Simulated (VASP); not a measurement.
VASP input:

File KPOINTS:
```
Regular mesh
0
Gamma
  7 7 7
0 0 0
```

POSCAR:
```
CeO2
1.0
  0.0000000000   2.5803659353   2.5803659353
  2.5803659353   0.0000000000   2.5803659353
  2.5803659353   2.5803659353   0.0000000000
Ce O
1 2
Cart
  0.0000000000   0.0000000000   0.0000000000
  1.2901829677   1.2901829677   1.2901829677
  3.8705489030   3.8705489030   3.8705489030
```

### INCAR
```
! general
SYSTEM  = CeO2
PREC    = Accurate
ENCUT   = 620   ! plane-wave cut-off (eV)
LREAL   = .FALSE.
LASPH   = .TRUE.

! electronic loop
EDIFF   = 1E-6   ! SCF stop (eV)
NELM    = 100   ! most electronic steps
ALGO    = Normal
LMAXMIX = 6

! smearing
ISMEAR  = 0   ! Gaussian
SIGMA   = 0.05   ! width (eV)

! ions
IBRION  = 2
NSW     = 40
ISIF    = 3   ! ions, shape and volume
EDIFFG  = -0.02   ! ionic stop
PSTRESS = 450   ! kbar

! output
LWAVE   = .FALSE.
LCHARG  = .FALSE.
```

POTCAR, in this order: Ce O (LDA.64 set). Program: vasp_std.

Write an equivalent input for Ansatz.

One equivalent input (not run):
Ansatz 0.2 input:
```yaml
crystal:
  lattice:
    - [0.0000000, 2.5803659, 2.5803659]
    - [2.5803659, 0.0000000, 2.5803659]
    - [2.5803659, 2.5803659, 0.0000000]
  atoms:
    - { symbol: Ce, position: [0.0000000, 0.0000000, 0.0000000] }
    - { symbol: O, position: [0.2500000, 0.2500000, 0.2500000] }
    - { symbol: O, position: [0.7500000, 0.7500000, 0.7500000] }
kpoints:
  mp_grid: { grid: [7, 7, 7] }
hamiltonian:
  xc: lda
  pseudopotentials: { kind: paw }
scf:
  occupations: { method: gaussian, width: 0.05 }
  max_iter: 100
relax:
  max_steps: 40
  f_tol: 0.02
  cell: { p_target: 45 }
output: { forces: true, stress: true, eigenvalues: true }
```
Limits of the translation: each code has its own PAW files, so the cut-off isn't converted (ENCUT is set for VASP's; basis.ecutwfc is left out, and Ansatz then takes the one that its files recommend); Ansatz stops its SCF on the density residual and VASP on the energy change (EDIFF); Ansatz's lda is the Perdew-Wang form, while the LDA potentials of VASP carry Perdew-Zunger's.

The compound is CeO2 in the fluorite structure. This run relaxes it under an external pressure of 45 GPa. Symmetry was kept, so distortions that lower it aren't found.
